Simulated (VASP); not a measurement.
Crystal: GeH.

```
CELL_PARAMETERS angstrom
4.05000 0.00000 0.00000
-2.02500 3.50740 0.00000
0.00000 0.00000 10.60000
ATOMIC_POSITIONS crystal
Ge 0.33333 0.66667 0.28491
Ge 0.66667 0.33333 0.21509
Ge 0.66667 0.33333 0.78491
Ge 0.33333 0.66667 0.71509
H 0.33333 0.66667 0.43208
H 0.66667 0.33333 0.06792
H 0.66667 0.33333 0.93208
H 0.33333 0.66667 0.56792
```

Measurements of this composition are mostly on another form, of space group No. 186.

```yaml
Program: VASP 6.6.1
Task: relaxation of cell and atoms
Functional: PBE
Dispersion: D3(BJ)
Potentials_or_basis: VASP PAW PBE potentials, release 64 (Ge_d, H)
Cutoff: 600 eV
k_mesh: 9 × 9 × 3
Occupations: gaussian, width 0.05 eV
Spin: no spin polarisation
```

At the start: pressure 0.6 GPa; volume 18.82 Å³/atom.

Problem. Where does the relaxation end?

Solution. Over 14 steps the energy falls by 20.9 meV/atom and the volume is 20.74 Å³/atom (+10.2 %); space group P6_3/mmc (No. 194, to 0.05 Å).

Step by step:
| step | energy change (eV) | largest force (eV/Å) | pressure (GPa) | volume (Å³) |
| --- | --- | --- | --- | --- |
| 1 | 0.0000 | 0.2233 | 0.61 | 150.57 |
| 2 | -0.0325 | 0.4081 | 0.09 | 152.12 |
| 3 | -0.0383 | 0.5278 | -0.21 | 153.16 |
| 4 | -0.0570 | 0.4824 | -0.19 | 153.70 |
| 5 | -0.1016 | 0.3288 | -0.08 | 155.29 |
| 6 | -0.1352 | 0.4041 | 0.35 | 158.44 |
| 7 | -0.1513 | 0.1983 | 0.18 | 160.49 |
| 8 | -0.1560 | 0.1311 | 0.07 | 162.29 |
| 9 | -0.1630 | 0.0664 | 0.17 | 163.45 |
| 10 | -0.1653 | 0.1143 | 0.26 | 164.59 |
| 11 | -0.1667 | 0.0523 | -0.03 | 166.16 |
| 12 | -0.1669 | 0.0067 | 0.05 | 165.73 |
| 13 | -0.1669 | 0.0094 | 0.05 | 165.75 |
| 14 | -0.1670 | 0.0074 | 0.00 | 165.94 |

Final structure:
```yaml
crystal:
  lattice:
    - [4.03673, 0.00000, 0.00000]
    - [-2.01836, 3.49591, 0.00000]
    - [0.00000, 0.00000, 11.75848]
  atoms:
    - { symbol: Ge, position: [0.33333, 0.66667, 0.28151] }
    - { symbol: Ge, position: [0.66667, 0.33333, 0.21849] }
    - { symbol: Ge, position: [0.66667, 0.33333, 0.78151] }
    - { symbol: Ge, position: [0.33333, 0.66667, 0.71849] }
    - { symbol: H, position: [0.33333, 0.66667, 0.41321] }
    - { symbol: H, position: [0.66667, 0.33333, 0.08679] }
    - { symbol: H, position: [0.66667, 0.33333, 0.91321] }
    - { symbol: H, position: [0.33333, 0.66667, 0.58679] }
```
